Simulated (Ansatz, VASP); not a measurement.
# CoO (zincblende prototype) in two plane-wave programs

Wanted: the spread between two codes on one cell, functional and k mesh. The cell is invented: As first built, before any earlier steps moved the atoms or strained the cell (in the runner's words): zincblende prototype, lattice guessed from radii. It may not be a known or stable phase. The cell is taken from a series of runs on this material, whose earlier steps may have relaxed, scaled, displaced or heated it; both programs get it as it stands.

Main program and level: Ansatz 0.2.0; plane waves, with VASP 6.6.1 beside it; LDA, DFT+U.

### 1. Set-up

The structure is cubic, space group F-43m (No. 216). The conventional cell has a = 4.570 Å, b = 4.570 Å, c = 4.570 Å, α = 90.00°, β = 90.00°, γ = 90.00°. Co has 4 O at 1.98 Å nearest. Nearest to O lie 4 Co at 1.98 Å. As first built, before any earlier steps moved the atoms or strained the cell (in the runner's words): zincblende prototype, lattice guessed from radii. Farther neighbours and most contacts between anions are not listed.

### 2. Ansatz: single point, LDA, DFT+U, pair 1

Ansatz runs on its default PAW (the set named soft_2) files.

With cell and atoms fixed, the geometry can't cause a difference; cores, projectors, grids and the points listed under the comparison can.

input.yaml reads:

```yaml
crystal:
  lattice:
    - [0.0, -2.285144763, -2.285144763]
    - [0.0, 2.285144763, -2.285144763]
    - [4.570289526, 0.0, 0.0]
  atoms:
    - { symbol: Co, position: [0.5, 0.5, 0.5], spin: 3.0 }
    - { symbol: Co, position: [0.0, 0.0, 0.0], spin: 3.0 }
    - { symbol: O, position: [0.0, 0.5, 0.75] }
    - { symbol: O, position: [0.5, 0.0, 0.25] }
magnetization:
  spin_polarized: true
kpoints:
  mp_grid: { grid: [9, 9, 6] }
hamiltonian:
  xc: lda
  hubbard:
    sites:
      - { species: Co, l: d, u_eff: 1.75 }
      - { site: 0, l: d, u_eff: 1.75, starting_ns: [{ spin: up, occupation_matrix: co1_major }, { spin: down, occupation_matrix: co1_minor }] }
      - { site: 1, l: d, u_eff: 1.75, starting_ns: [{ spin: up, occupation_matrix: co1_major }, { spin: down, occupation_matrix: co1_minor }] }
    projectors: ortho-atomic
    occupation_matrices:
      co1_major:
        matrix:
          - [0.997, 0.0, 0.0, 0.0, 0.0]
          - [0.0, 0.986, 0.0, 0.0, 0.0]
          - [0.0, 0.0, 0.986, 0.0, 0.0]
          - [0.0, 0.0, 0.0, 0.997, 0.0]
          - [0.0, 0.0, 0.0, 0.0, 0.986]
      co1_minor:
        matrix:
          - [0.93, 0.0, 0.0, 0.0, 0.0]
          - [0.0, 0.212, 0.0, 0.0, 0.0]
          - [0.0, 0.0, 0.212, 0.0, 0.0]
          - [0.0, 0.0, 0.0, 0.93, 0.0]
          - [0.0, 0.0, 0.0, 0.0, 0.212]
scf:
  occupations: { method: fermi_dirac, width: 0.05 }
output:
  eigenvalues: true
```

Run with:

```
$ ansatz run input.yaml --threads 4 --pin off --max-ram 8192MiB --backend cpu --events-out ev --progress --plain --runs-dir out
```

Numbers of over 12 decimals in the logs are rounded to 6 here.

The program printed:

```text
Engine: ansatz 0.2.0, aarch64-unknown-linux-gnu
Pseudopotentials: kind: paw
Pseudopotential: Co, paw, valence charge 17, recommended cutoff 420 eV (normal), Co.paw.azcp
Pseudopotential: O, paw, valence charge 6, recommended cutoff 420 eV (normal), O.paw.azcp
Functional definition: SPW92
  exchange = slater_x
  correlation = pw_c
Crystal: 4 atoms, lattice volume = 47.731 Å³
Basis set: ecut = 420 eV, 927 PW (Γ)
Bands: 32, of which v1, the nominal top of the filled ones, is band 23 counted from 1 (22 counted from 0)
Symmetry: 16 space group operations
Space group: F-43m (ITA 216), of the structure as read, at distance tolerance 3.6e-5 Å
Magnetic group: BNS 216.74 (UNI 1576), of the structure as read, at distance tolerance 3.6e-5 Å
k-points: 60 of 486 (time reversal used)
Non-local potential: Co, projectors of the file, l = 0: 3, l = 1: 2, l = 2: 3, l = 3: 1
Non-local potential: O, projectors of the file, l = 0: 2, l = 1: 2, l = 2: 1
PAW form: soft (Blöchl's): semilocal exchange-correlation on the pseudo side does not see the compensation charge
PAW frozen core: Co, regenerated for the run's functional, and the local potential with it (the file was generated under x = pbe(κ = 0.804, μ = 0.219515), c = pbe(β = 0.066725))
PAW frozen core: O, regenerated for the run's functional, and the local potential with it (the file was generated under x = pbe(κ = 0.804, μ = 0.219515), c = pbe(β = 0.066725))
PAW one-centre angular grid: Co, 590 points (default); XC on 64 Gauss nodes
PAW one-centre angular grid: O, 110 points (default); XC on 64 Gauss nodes
Initial density: superposition of atomic densities (chi_scale 0.1, normalization cell, long waves kept (reshape's long-wave potential 0.00 eV rms))
Starting moments: Σ|m| = 6 μB on 2 of 4 sites
Initial wavefunctions: pseudopotential atomic-orbital guess
Functional: x = slater, c = lda
SCF iter   1: F=—  HF=-11235.708103 eV  |F-HF|=—  |Δ(HF+E_count)|=         —  Δρ=2.93e-1 (↑7.64e-2 ↓2.93e-1)  dr2=4.72e1  dr2_m=6.89e0  M=3.425 μB ∫|m|=3.425 μB  β_m=0.30  ethr=3.10e-3  ⟨swp⟩=5.4  Hψ=14458  notcnv=0  defer=2
preconditioner: auto → Kerker (q_TF=auto, 2.712 Å⁻¹)  [metal: Δε(μ)=0.011 eV  Ē_g=12.284 eV  σ=0.050 eV  W_gap=0.05  n_scr=14 (ndim 8)  ℏωp=29.4 eV  f_vac=0.000  D(μ)=3.52/eV (n_scr^D=36)]
spin=Collinear: Kerker preconditioning applied to the charge; magnetization (m = ρ↑ − ρ↓) channel mixes plain (no charge-response kernel on spin).
SCF iter   2: F=—  HF=-11231.526841 eV  |F-HF|=—  |Δ(HF+E_count)|=    4.18e0  Δρ=8.44e-2 (↑4.83e-2 ↓8.44e-2)  dr2=2.55e0  dr2_m=7.12e-1  M=5.789 μB ∫|m|=5.790 μB  β_m=1.00  ethr=3.10e-3  ⟨swp⟩=3.0  Hψ=9088  notcnv=0  defer=282
SCF iter   3: F=—  HF=-11231.121837 eV  |F-HF|=—  |Δ(HF+E_count)|=   4.05e-1  Δρ=3.40e-2 (↑3.40e-2 ↓2.86e-2)  dr2=8.24e-1  dr2_m=1.35e-2  M=5.783 μB ∫|m|=5.785 μB  β_m=0.30  ethr=3.10e-3  ⟨swp⟩=2.4  Hψ=6846  notcnv=0  defer=386
SCF iter   4: F=—  HF=-11231.316829 eV  |F-HF|=—  |Δ(HF+E_count)|=   1.95e-1  Δρ=3.39e-2 (↑1.62e-2 ↓3.39e-2)  dr2=7.58e-1  dr2_m=4.90e-2  M=5.568 μB ∫|m|=5.568 μB  β_m=0.30  ethr=1.79e-3  ⟨swp⟩=2.7  Hψ=7323  notcnv=0  defer=382
Mixer restart at iter 4: flushing history
spin-set hold released at iteration 4 (site moments contracting): the magnetisation degrees of freedom join the quasi-Newton model from the next iteration; the mixer history was flushed
SCF iter   5: F=—  HF=-11231.216230 eV  |F-HF|=—  |Δ(HF+E_count)|=   1.01e-1  Δρ=9.70e-3 (↑5.42e-3 ↓9.70e-3)  dr2=4.26e-2  dr2_m=5.21e-3  M=5.736 μB ∫|m|=5.737 μB  β_m=0.34  ethr=1.65e-3  ⟨swp⟩=2.3  Hψ=5892  notcnv=0  defer=367
SCF iter   6: F=—  HF=-11231.259526 eV  |F-HF|=—  |Δ(HF+E_count)|=   4.33e-2  Δρ=7.47e-3 (↑4.08e-3 ↓7.47e-3)  dr2=2.79e-2  dr2_m=4.69e-3  M=5.767 μB ∫|m|=5.768 μB  β_m=0.67  ethr=9.26e-5  ⟨swp⟩=1.6  Hψ=4358  notcnv=0  defer=358
SCF iter   7: F=—  HF=-11231.297501 eV  |F-HF|=—  |Δ(HF+E_count)|=   3.80e-2  Δρ=2.23e-3 (↑1.40e-3 ↓2.23e-3)  dr2=3.63e-3  dr2_m=2.16e-4  M=5.809 μB ∫|m|=5.811 μB  β_m=0.65  ethr=6.07e-5  ⟨swp⟩=2.0  Hψ=5356  notcnv=0  defer=358
SCF iter   8: F=—  HF=-11231.297212 eV  |F-HF|=—  |Δ(HF+E_count)|=   2.89e-4  Δρ=1.02e-3 (↑1.02e-3 ↓9.15e-4)  dr2=1.25e-3  dr2_m=9.09e-5  M=5.812 μB ∫|m|=5.814 μB  β_m=0.83  ethr=7.88e-6  ⟨swp⟩=2.6  Hψ=6229  notcnv=0  defer=358
SCF iter   9: F=—  HF=-11231.297325 eV  |F-HF|=—  |Δ(HF+E_count)|=   1.13e-4  Δρ=3.03e-4 (↑2.17e-4 ↓3.03e-4)  dr2=1.23e-4  dr2_m=5.29e-6  M=5.814 μB ∫|m|=5.816 μB  β_m=0.81  ethr=2.72e-6  ⟨swp⟩=1.6  Hψ=3965  notcnv=0  defer=358
SCF iter  10: F=—  HF=-11231.297316 eV  |F-HF|=—  |Δ(HF+E_count)|=   8.41e-6  Δρ=1.56e-4 (↑1.56e-4 ↓1.19e-4)  dr2=1.37e-5  dr2_m=2.09e-6  M=5.815 μB ∫|m|=5.817 μB  β_m=0.91  ethr=2.67e-7  ⟨swp⟩=2.2  Hψ=4732  notcnv=0  defer=358
SCF iter  11: F=—  HF=-11231.297321 eV  |F-HF|=—  |Δ(HF+E_count)|=   4.17e-6  Δρ=2.62e-5 (↑2.54e-5 ↓2.62e-5)  dr2=5.94e-7  dr2_m=1.35e-7  M=5.814 μB ∫|m|=5.816 μB  β_m=0.95  ethr=2.97e-8  ⟨swp⟩=2.7  Hψ=5749  notcnv=0  defer=358
SCF iter  12: F=—  HF=-11231.297321 eV  |F-HF|=—  |Δ(HF+E_count)|=   1.38e-7  Δρ=1.39e-5 (↑5.34e-6 ↓1.39e-5)  dr2=1.03e-7  dr2_m=1.75e-8  M=5.814 μB ∫|m|=5.816 μB  β_m=0.98  ethr=2.17e-10  ⟨swp⟩=8.3  Hψ=12813  notcnv=0
SCF iter  13: F=-11231.297321 eV  HF=-11231.297321 eV  |F-HF|=3.87e-10  |Δ(HF+E_count)|=   4.40e-9  Δρ=1.79e-6 (↑5.81e-7 ↓1.79e-6)  dr2=1.62e-9  dr2_m=2.85e-10  M=5.814 μB ∫|m|=5.816 μB  ethr=2.17e-10  ⟨swp⟩=2.1  Hψ=7014  notcnv=0
SCF 1 converged in 13 iterations: F = -11231.297321 eV  dr2 = 1.62e-9
  greatest PAW one-centre occupation: 1.004 electrons in one spin orbital (limit 2), on the Co atom at site 1 (counted from 0), in its partial waves of l = 1
SCF converged after 13 iterations
Magnetization: 5.8143 μB (25.9071 up, 20.0929 down)
Absolute magnetization: 5.8160 μB (∫|ρ↑−ρ↓|, with the PAW one-centre terms)
Spin contamination: 0.0202 ħ² per cell (⟨S²⟩ above its minimum at these occupations)
Per-site moments (μB) at R_I (Å): [(2.333688, 0.816335), (2.333688, 0.816335), (0.287100, 0.816335), (0.287100, 0.816335)]
Free energy (F): -11231.297321 eV
Harris-Foulkes:  -11231.297321 eV  (|F-HF|=3.87e-10)
Internal energy: -11231.286553 eV  (E = F + TS)
E sigma→0 (E₀):  -11231.291937 eV
Entropy (-TS):   -0.010768 eV (-2.692 meV/atom)
Fermi energy:    9.669937 eV
--- Per-component energies (eV) ---
  E_band       = -782.173307
  E_kinetic    = 1232.544181
  E_local      = -7877.041846  (includes V_loc(G=0)·N_el)
  E_nonlocal   = 1038.446201
  E_hartree    = 3236.892730
  E_xc         = -450.144969
  E_vxc        = -582.516604  (∫ρ·V_xc dr)
  E_hubbard    = 1.186474  (on-site DFT+U / exact-exchange correction)
  E_vhub       = -10.660118  (the Hubbard potential's part of the band-sum identity)
  E_paw        = -3203.958431  (= ΣΔE_a)
  E_vpaw       = -1056.734593  (= ΣTr[D̂ρ^β])
  E_aug_tail   = 0.005339  (compensation charges beyond the density's cutoff)
  E_ewald      = -5210.246575
  E_core_change = 1.030344  (= ΣΔE_core)
  E_smearing   = -0.010768  (= −TS)
  E_closure    = -0.000000  (closes the sum)
  Σ components = -11231.297321   (vs F -11231.297321, Δ=0.00e0)
--- Specified on-site occupations, and those of the state reported ---
  electrons in the specified blocks: 14.8960 specified, 14.8949 found
  site 1 (l=d) ↓: largest change of an orbital's occupation 0.0020; electrons 2.4960 specified, 2.4975 found; spectral distance 0.0025
  site 0 (l=d) ↓: largest change of an orbital's occupation 0.0020; electrons 2.4960 specified, 2.4975 found; spectral distance 0.0025
  site 0 (l=d) ↑: largest change of an orbital's occupation 0.0009; electrons 4.9520 specified, 4.9500 found; spectral distance 0.0017
  site 1 (l=d) ↑: largest change of an orbital's occupation 0.0009; electrons 4.9520 specified, 4.9500 found; spectral distance 0.0017
--- Band table (eV; the first three rows and the last of 120) ---
  k-point 0 ↑: bands = [... 19 lower, 7.2691, 7.5791, 7.5791, 7.8350, 9.8399, 9.8399, 9.8407, 9.9248, ... 5 higher]
  k-point 1 ↑: bands = [... 19 lower, 7.2485, 7.7836, 7.7836, 8.0042, 9.4191, 9.7172, 9.7172, 10.6133, ... 5 higher]
  k-point 2 ↑: bands = [... 19 lower, 7.1924, 8.2757, 8.2757, 8.3879, 9.1038, 9.3705, 9.3705, 11.6082, ... 5 higher]
  k-point 59 ↓: bands = [... 19 lower, 9.3365, 9.6649, 9.6649, 11.2120, 11.2120, 11.4487, 11.4487, 17.6574, ... 5 higher]
Occupation matrices written to <dir>
```

[end of part 1 of 3]

[Lines on the potential files, build, host, timing and source positions are cut from VASP's logs without a mark.]

[Logs are printed without paths, hosts, clocks, repeated set-up lines and the standing remarks that a program may print on its own settings, such as how far it seeks lower states.]

[Hosts, paths, dates, database ids (printed as entryN), source tags and the programs' standing remarks are cut or masked in the printed files.]
